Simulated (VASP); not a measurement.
# BSe (P6_3mc) in VASP: further runs

One crystal, BSe, is run at these levels: PBE, RPBE, PBE0+D4; tasks: relaxation of cell and atoms, relaxation of the atoms, single point.

All numbers are computed with VASP 6.6.1; they aren't measurements. Logs are shortened: lines on timing, memory, paths and dates and some standing lists are left out, and cuts for length are marked.

### 1 The structure

It takes space group P6_3mc (No. 186, hexagonal). Conventional cell: a = 3.271 Å, b = 3.271 Å, c = 7.236 Å, α = 90.00°, β = 90.00°, γ = 120.00°. B (site symmetry 3m) is surrounded by 3 Se at 2.07 Å. Se (site symmetry 3m) has 3 B at 2.07 Å as nearest neighbours.

The cell was built by a generator and needn't be a form met in nature.

### 2 Relaxation of cell and atoms, PBE

Input file INCAR:

```
SYSTEM = BSe
PREC = Accurate ; ENCUT = 600
EDIFF = 1E-6 ; ISMEAR = 0
SIGMA = 0.05 ; LREAL = .False.
LASPH = .True. ; NELM = 100
ALGO = Normal ; ISIF = 3
LWAVE = .False. ; LCHARG = .False.
GGA = PE ; IBRION = 2
NSW = 60 ; EDIFFG = -0.01
```

Input file KPOINTS:

```
Automatic mesh
0
Gamma
  9 9 4
  0 0 0
```

Input file POSCAR:

```
BSe
1.0
    3.2707200000      0.0000000000      0.0000000000
   -1.6353600000      2.8325300000      0.0000000000
    0.0000000000      0.0000000000      7.2364800000
B Se
2 2
Direct
    0.3333300000      0.6666700000      0.3782800000
    0.6666700000      0.3333300000      0.8782800000
    0.3333300000      0.6666700000      0.9948500000
    0.6666700000      0.3333300000      0.4948500000
```

Potentials or basis: VASP PAW PBE potentials, release 64 (B, Se).

The run is started by

```
$ cat potpaw_PBE.64/B/POTCAR potpaw_PBE.64/Se/POTCAR > POTCAR
$ mpirun -np 1 vasp_std > vasp.out
```

OUTCAR:

```text
SYSTEM = BSe
   PREC = Accurate
   ENCUT = 600
   EDIFF = 1E-6
   ISMEAR = 0
   LREAL = .False.
   LASPH = .True.
   NELM = 100
   ISIF = 3
   GGA = PE
   IBRION = 2
   NSW = 60
   EDIFFG = -0.01

 ion  position               nearest neighbor table
   1  0.333  0.667  0.378-   4 2.07   4 2.07   4 2.07
   2  0.667  0.333  0.878-   3 2.07   3 2.07   3 2.07
   3  0.333  0.667  0.995-   2 2.07   2 2.07   2 2.07
   4  0.667  0.333  0.495-   1 2.07   1 2.07   1 2.07

  LATTYP: Found a hexagonal cell.
 ALAT       =     3.2707200000
 C/A-ratio  =     2.2125036689

  Lattice vectors:

 A1 = (   3.2707200000,   0.0000000000,   0.0000000000)
 A2 = (  -1.6353600000,   2.8325300000,   0.0000000000)
 A3 = (   0.0000000000,   0.0000000000,   7.2364800000)

Analysis of symmetry for initial positions (statically):
=====================================================================
 Subroutine PRICEL returns:
 Original cell was already a primitive cell.

 Routine SETGRP: Setting up the symmetry group for a
 hexagonal supercell.

 Subroutine GETGRP returns: Found  4 space group operations
 (whereof  2 operations were pure point group operations)
 out of a pool of 24 trial point group operations.

The static configuration has the point symmetry C_1h.
 The point group associated with its full space group is C_2v.

Analysis of symmetry for dynamics (positions and initial velocities):
=====================================================================
 Subroutine PRICEL returns:
 Original cell was already a primitive cell.

 Routine SETGRP: Setting up the symmetry group for a
 hexagonal supercell.

 Subroutine GETGRP returns: Found  4 space group operations
 (whereof  2 operations were pure point group operations)
 out of a pool of 24 trial point group operations.

The dynamic configuration has the point symmetry C_1h.
 The point group associated with its full space group is C_2v.

 Subroutine INISYM returns: Found  4 space group operations
 (whereof  2 operations are pure point group operations),
 and found     1 'primitive' translations

----------------------------------------------------------------------------------------

                                     Primitive cell

  volume of cell :      67.0417

  direct lattice vectors                    reciprocal lattice vectors
     3.270720000  0.000000000  0.000000000     0.305743078  0.176520637  0.000000000
    -1.635360000  2.832530000  0.000000000     0.000000000  0.353041274  0.000000000
     0.000000000  0.000000000  7.236480000     0.000000000  0.000000000  0.138188733

  length of vectors
     3.270720000  3.270722937  7.236480000     0.353041591  0.353041274  0.138188733

  position of ions in fractional coordinates (direct lattice)
     0.333330000  0.666670000  0.378280000
     0.666670000  0.333330000  0.878280000
     0.333330000  0.666670000  0.994850000
     0.666670000  0.333330000  0.494850000

  ion indices of the primitive-cell ions
   primitive index   ion index
                 1           1
                 2           2
                 3           3
                 4           4

----------------------------------------------------------------------------------------

 KPOINTS: Automatic mesh

Automatic generation of k-mesh.
 Grid dimensions read from file:
 generate k-points for:    9    9    4

 Generating k-lattice:

  Cartesian coordinates                     Fractional coordinates (reciprocal lattice)
     0.033971453  0.019613404  0.000000000     0.111111111 -0.000000000  0.000000000
     0.000000000  0.039226808  0.000000000     0.000000000  0.111111111  0.000000000
     0.000000000  0.000000000  0.034547183     0.000000000  0.000000000  0.250000000

  Length of vectors
     0.039226843  0.039226808  0.034547183

  Shift w.r.t. Gamma in fractional coordinates (k-lattice)
     0.000000000  0.000000000  0.000000000

 Subroutine IBZKPT returns following result:
 ===========================================

 Found     75 irreducible k-points:

 Following reciprocal coordinates:
            Coordinates               Weight
  0.000000  0.000000  0.000000      1.000000
  0.111111  0.000000  0.000000      4.000000
 -0.111111  0.111111  0.000000      2.000000
  0.222222  0.000000  0.000000      4.000000
 -0.222222  0.222222  0.000000      2.000000
  0.333333 -0.000000  0.000000      4.000000
[... 16 lines left out ...]
 -0.222222 -0.444444  0.000000      4.000000
  0.444444  0.333333  0.000000      4.000000
 [... further k-points ...]
   k-points           NKPTS =     75   k-points in BZ     NKDIM =     75   number of bands    NBANDS=     13
   number of dos      NEDOS =    301   number of ions     NIONS =      4
   total plane-waves  NPLWV =  47040
   dimension x,y,z NGX =    28 NGY =   28 NGZ =   60
   dimension x,y,z NGXF=    56 NGYF=   56 NGZF=  120
   ions per type =               2   2
   NGX,Y,Z   is equivalent  to a cutoff of  14.23, 14.23, 13.78 a.u.
   NGXF,Y,Z  is equivalent  to a cutoff of  28.46, 28.46, 27.57 a.u.
 SYSTEM =  BSe
   PREC   = accura    normal or accurate (medium, high low for compatibility)
   ISTART =      0    job   : 0-new  1-cont  2-samecut
   ICHARG =      2    charge: 1-file 2-atom 10-const
   ISPIN  =      1    spin polarized calculation?
   LNONCOLLINEAR =      F non collinear calculations
   LSORBIT =      F    spin-orbit coupling
   LASPH  =      T    aspherical Exc in radial PAW
   ENCUT  =  600.0 eV  44.10 Ry    6.64 a.u.   6.53  6.53 14.45*2*pi/ulx,y,z
   NELM   =    100;   NELMIN=  2; NELMDL= -5     # of ELM steps
   EDIFF  = 0.1E-05   stopping-criterion for ELM
   LREAL  =      F    real-space projection
   EDIFFG = -.1E-01   stopping-criterion for IOM
   NSW    =     60    number of steps for IOM
   IBRION =      2    ionic relax: 0-MD 1-quasi-New 2-CG
   NFREE  =      1    steps in history (QN), initial steepest desc. (CG)
   ISIF   =      3    stress and relaxation
   ISYM   =      2    0-nonsym 1-usesym 2-fastsym
   POTIM  = 0.5000    time-step for ionic-motion
   TEBEG  =    0.0;   TEEND  =   0.0 temperature during run
   PSTRESS=    0.0 pullay stress
   NELECT =      18.0000    total number of electrons
   NUPDOWN=      -1.0000    fix difference up-down
   EMIN   =  10.00;   EMAX   =-10.00  energy-range for DOS
   EFERMI =   0.00;   METHOD = LEGACY
   ISMEAR =     0;   SIGMA  =   0.05  broadening in eV -4-tet -1-fermi 0-gaus
   EFERMI_NEDOS =   21; number of points for ismear=-14 and -15
   IALGO  =     38    algorithm
   IMIX   =      4    mixing-type and parameters
     AMIX     =   0.40;   BMIX     =  1.00
     AMIX_MAG =   1.60;   BMIX_MAG =  1.00
  volume/ion in A,a.u.               =      16.76       113.10
  Fermi-wavevector in a.u.,A,eV,Ry     =   1.056130  1.995796 15.176073  1.115410
  Thomas-Fermi vector in A             =   2.191354
   LORBIT       =      0    0 simple, 1 ext, 2 COOP (PROOUT), +10 PAW based schemes
   GGA     = PE    functional components
   LHFCALC =     F    Hartree Fock is set to
   AEXX    =    0.0000 exact exchange contribution
   IVDW    =     0    specifies the selected vdW correction
   LEPSILON=     F    determine dielectric tensor
   LRPA    =     F    only Hartree local field effects (RPA)
 conjugate gradient relaxation of ions
 non-spin polarized calculation
 Gauss-broadening in eV      SIGMA  =   0.05
  energy-cutoff  :      600.00
  volume of cell :       67.04
 maximum number of plane-waves:      2285
 NGX is ok and might be reduce to    28
   NGX = 13   NGY = 13   NGZ = 29

--------------------------------------- Ionic step        1  -------------------------------------------

 number of electron      18.0000000 magnetization

 Free energy of the ion-electron system (eV)
  ---------------------------------------------------
  ext. energy  EPLUGINS =         0.00000000
  ---------------------------------------------------
  free energy    TOTEN  =       -17.62331291 eV

  energy without entropy =      -17.62242775  energy(sigma->0) =      -17.62287033

------------------------ aborting loop because EDIFF is reached ----------------------------------------

  FORCE on cell =-STRESS in cart. coord.  units (eV):
  Direction    XX          YY          ZZ          XY          YZ          ZX
  --------------------------------------------------------------------------------------
  -------------------------------------------------------------------------------------
  Total       -0.1381688     -0.1379257      0.2069956      0.0002108      0.0000000      0.0000000
  in kB       -3.3019862     -3.2961770      4.9468249      0.0050378      0.0000000      0.0000000
  external PRESSURE =      -0.5504461 kB  Pullay stress =       0.0000000 kB
[... 175 lines left out ...]
  energy  without entropy=      -17.6248187615  energy(sigma->0) =      -17.62526497

--------------------------------------- Ionic step        6  -------------------------------------------

 number of electron      18.0000000 magnetization

 Free energy of the ion-electron system (eV)
  ---------------------------------------------------
  ext. energy  EPLUGINS =         0.00000000
  ---------------------------------------------------
  free energy    TOTEN  =       -17.62572108 eV

  energy without entropy =      -17.62483188  energy(sigma->0) =      -17.62527648

 E-fermi :   5.2470     XC(G=0):  -9.7619

 val. band max:        5.0541966985   @ k =   0.3333   0.3333   0.2500
 cond. band min:       5.2720826861   @ k =   0.3333  -0.0000   0.5000
 fundamental gap:      0.2178859876
 Fermi energy:         5.2469951679

 k-point     1 :       0.0000    0.0000    0.0000
  band No.  band energies     occupation
      1     -12.2018      2.00000
      2     -11.7544      2.00000
      3      -3.2286      2.00000
      4       0.5263      2.00000
      5       2.3363      2.00000
      6       2.3364      2.00000
      7       2.6697      2.00000
      8       2.6698      2.00000
      9       3.4015      2.00000
     10       6.8925      0.00000
     11       7.3007      0.00000
     12       7.6248      0.00000
     13       7.6251      0.00000
[... 353 lines left out ...]
 k-point    24 :       0.4444    0.3333    0.0000
  band No.  band energies     occupation
      1      -9.7277      2.00000
      2      -9.5418      2.00000
      3      -4.4359      2.00000
      4      -4.2249      2.00000
      5      -1.9280      2.00000
      6      -1.4397      2.00000
      7      -0.1279      2.00000
      8       1.0938      2.00000
      9       4.7381      2.00000
     10       6.0684      0.00000
     11       6.8103      0.00000
     12       8.9142      0.00000
     13       9.7362      0.00000

 [... further k-points ...]
[... 5 lines left out ...]
  --------------------------------------------------------------------------------------
  -------------------------------------------------------------------------------------
  Total       -0.0344527     -0.0340275     -0.0305648      0.0003683      0.0000000      0.0000000
  in kB       -0.8243617     -0.8141877     -0.7313338      0.0088126      0.0000000      0.0000000
  external PRESSURE =      -0.7899610 kB  Pullay stress =       0.0000000 kB
[... 19 lines left out ...]
  FREE ENERGIE OF THE ION-ELECTRON SYSTEM (eV)
  ---------------------------------------------------
  free  energy   TOTEN  =       -17.6257210807 eV

  energy  without entropy=      -17.6248318772  energy(sigma->0) =      -17.62527648

 reached required accuracy - stopping structural energy minimisation
```

It took 4.9 min on 1 thread of AMD EPYC 7R43 (Zen 3), shared host; peak memory 0.22 GiB.

Results:

```yaml
Free_energy: -17.6257 eV
Relaxed_volume: 16.74 Å³/atom
Relaxed_cell: a = 3.266 Å, b = 3.266 Å, c = 7.249 Å, α = 90.00°, β = 90.00°, γ = 120.00°
Space_group_after_relaxing_to_0.05_Å: P6_3mc (No. 186)
Energy_gained_by_relaxing: 0.6 meV/atom
Ionic_steps: 6
Pressure_after_relaxing: -0.1 GPa
Band_gap_on_the_k_mesh: none (metal or under the smearing width)
```

Step by step:
```csv
step,energy change (eV),largest force (eV/Å),pressure (GPa),volume (Å³)
1,0.0000,0.1238,-0.06,67.04
2,-0.0023,0.0284,-0.01,66.99
3,-0.0023,0.0100,-0.01,66.97
4,-0.0023,0.0118,-0.01,66.98
5,-0.0024,0.0042,-0.06,66.97
6,-0.0024,0.0002,-0.08,66.96
```

Final structure:
```cif
data_structure
_symmetry_space_group_name_H-M 'P 1'
_symmetry_Int_Tables_number 1
_cell_length_a 3.2660
_cell_length_b 3.2660
_cell_length_c 7.2485
_cell_angle_alpha 90.000
_cell_angle_beta 90.000
_cell_angle_gamma 120.000
_cell_volume 66.96
loop_
_atom_site_label
_atom_site_type_symbol
_atom_site_fract_x
_atom_site_fract_y
_atom_site_fract_z
_atom_site_occupancy
B1 B 0.33333 0.66667 0.37716 1
B2 B 0.66667 0.33333 0.87716 1
Se1 Se 0.33333 0.66667 0.99597 1
Se2 Se 0.66667 0.33333 0.49597 1
```

Levels at points of the mesh, in eV from the Fermi level:
```tsv
k point	band 5	band 6	band 7	band 8	band 9	band 10	band 11	band 12	band 13
(0.00, 0.00, 0.00)	-2.91	-2.91	-2.58	-2.58	-1.85	1.65	2.05	2.38	2.38
(0.00, 0.00, 0.50)	-2.75	-2.75	-2.75	-2.75	1.41	1.41	2.10	2.10	2.71
```

### 3 Relaxation of the atoms, RPBE

Input file INCAR:

```
SYSTEM = BSe
PREC = Accurate
ENCUT = 520
EDIFF = 1E-7
ISMEAR = 0
SIGMA = 0.05
LREAL = .False.
LASPH = .True.
NELM = 80
ALGO = Fast
ISIF = 2
LWAVE = .False.
LCHARG = .False.
GGA = RP
IBRION = 2
NSW = 60
EDIFFG = -0.01
```

KPOINTS is that of step 2.

POSCAR is that of step 2.

Potentials or basis: VASP PAW PBE potentials, release 64 (B, Se).

The run is started by

```
$ cat potpaw_PBE.64/B/POTCAR potpaw_PBE.64/Se/POTCAR > POTCAR
$ mpirun -np 1 vasp_std > vasp.out
```

Run time: 3 min. Hardware: 1 thread of AMD EPYC 7R43 (Zen 3), shared host; peak memory 0.17 GiB.

The run converged. Its results:

| Property | Result |
| --- | --- |
| Free energy | -16.3611 eV |
| Energy gained by relaxing | 1.1 meV/atom |
| Ionic steps | 3 |
| Pressure after relaxing | 1.7 GPa |
| Band gap on the k mesh | none (metal or under the smearing width) |

The path:
```csv
step,energy change (eV),largest force (eV/Å),pressure (GPa)
1,0.0000,0.1818,2.08
2,-0.0041,0.0504,1.83
3,-0.0044,0.0005,1.73
```

Final structure:
```cif
data_structure
_symmetry_space_group_name_H-M 'P 1'
_symmetry_Int_Tables_number 1
_cell_length_a 3.2707
_cell_length_b 3.2707
_cell_length_c 7.2365
_cell_angle_alpha 90.000
_cell_angle_beta 90.000
_cell_angle_gamma 120.000
_cell_volume 67.04
loop_
_atom_site_label
_atom_site_type_symbol
_atom_site_fract_x
_atom_site_fract_y
_atom_site_fract_z
_atom_site_occupancy
B1 B 0.33334 0.66666 0.37660 1
B2 B 0.66666 0.33334 0.87660 1
Se1 Se 0.33334 0.66666 0.99653 1
Se2 Se 0.66666 0.33334 0.49653 1
```

Levels at points of the mesh, in eV from the Fermi level:
```tsv
k point	band 6	band 7	band 8	band 9	band 10	band 11	band 12	band 13
(0.00, 0.00, 0.00)	-2.90	-2.56	-2.56	-1.84	1.66	2.07	2.37	2.37
(0.00, 0.00, 0.50)	-2.74	-2.74	-2.74	1.44	1.44	2.10	2.10	2.71
```

Caveat: the PAW data sets were made with another functional, which shifts forces and pressure a little.

### 4 Single point, PBE0+D4 (cell strained at random at fixed volume)

Input file run.py:

```python
from ase.calculators.vasp import Vasp
from ase.dft.bandgap import bandgap
from ase.io import read

atoms = read('POSCAR')
calc = Vasp(
    directory='calc',
    xc='pbe0',
    pp='PBE',
    setups='recommended',
    prec='Accurate',
    encut=520,
    ediff=1e-06,
    ismear=0,
    sigma=0.05,
    lreal=False,
    lasph=True,
    nelm=80,
    algo='Normal',
    isif=2,
    lwave=False,
    lcharg=False,
    precfock='Normal',
    ivdw=13,
    kpts=[5, 5, 2],
    gamma=True,
)
atoms.calc = calc

print('energy (eV):', atoms.get_potential_energy())
print('free energy (eV):', atoms.get_potential_energy(force_consistent=True))
print('forces (eV/A):')
print(atoms.get_forces())
print('stress (eV/A^3, Voigt):', atoms.get_stress())
print('Fermi level (eV):', calc.get_fermi_level())
gap, top, bottom = bandgap(calc)
print('band gap (eV):', gap, 'from (spin, k, band)', top, 'to', bottom)
```

Input file POSCAR:

```
BSe
1.0
    3.3349370000      0.0451000000      0.0166670000
   -1.6284100000      2.7725330000     -0.0368110000
    0.0368760000     -0.0727530000      7.1945140000
B Se
2 2
Direct
    0.3333300000      0.6666700000      0.3782800000
    0.6666700000      0.3333300000      0.8782800000
    0.3333300000      0.6666700000      0.9948500000
    0.6666700000      0.3333300000      0.4948500000
```

The run is started by

```
$ python run.py
```

Wall time 35 min (1 thread of AMD EPYC 7R43 (Zen 3), shared host); peak memory 0.16 GiB.

Results (log left out):

```yaml
Free_energy: -23.5711 eV
Pressure: -5.9 GPa
Largest_force: 0.466 eV/Å
Band_gap_on_the_k_mesh: none (metal or under the smearing width)
Dispersion_energy_per_atom: -0.287 eV
```

Forces on the atoms (eV/Å):
```
B    0.057 -0.383  0.255
B    0.189 -0.123  0.272
Se  -0.188  0.120 -0.272
Se  -0.058  0.386 -0.255
```

Stress tensor (GPa, compression positive):
```
-9.80 -2.94 -0.37
-2.94 -3.30  0.83
-0.37  0.83 -4.73
```

Levels at points of the mesh, in eV from the Fermi level:
```csv
k point,band 5,band 6,band 7,band 8,band 9,band 10,band 11,band 12,band 13
"(0.00, 0.00, 0.00)",-4.43,-4.23,-3.98,-3.79,-2.68,1.86,2.36,2.85,3.26
"(0.00, 0.00, 0.50)",-4.29,-4.25,-3.98,-3.94,1.87,1.87,2.33,2.33,3.14
```

Caveat: the k mesh is coarse (spacing up to 0.45 Å⁻¹), so the values aren't converged, least of all with exact exchange; the PAW data sets were made with another functional, which shifts forces and pressure a little; pairwise dispersion overbinds metals, which lowers pressure and volume.

### 5 Summary

```csv
task,level,cell,k mesh,cutoff (eV),grid for exact exchange (PRECFOCK),exchange at q = 0,mesh quality,gap on the mesh (eV),pressure (GPa)
relaxation of cell and atoms,PBE,relaxed,9 × 9 × 4,600,-,-,not flagged,none,-0.1
relaxation of the atoms,RPBE,atoms relaxed,9 × 9 × 4,520,-,-,not flagged,none,1.7
single point,PBE0+D4,cell strained at random at fixed volume,5 × 5 × 2,520,Normal,default,coarse,none,-5.9
```

Alike in all rows: potentials or basis VASP PAW PBE potentials, release 64 (B, Se); no spin polarisation; smearing gaussian 0.05 eV.

Caveats: some runs use coarse meshes; the PAW data sets were made with another functional, which shifts forces and pressure a little (some runs); pairwise dispersion overbinds metals, which lowers pressure and volume (some runs).

Total energies depend on the potentials used, so only differences within one code and one set of settings carry meaning.
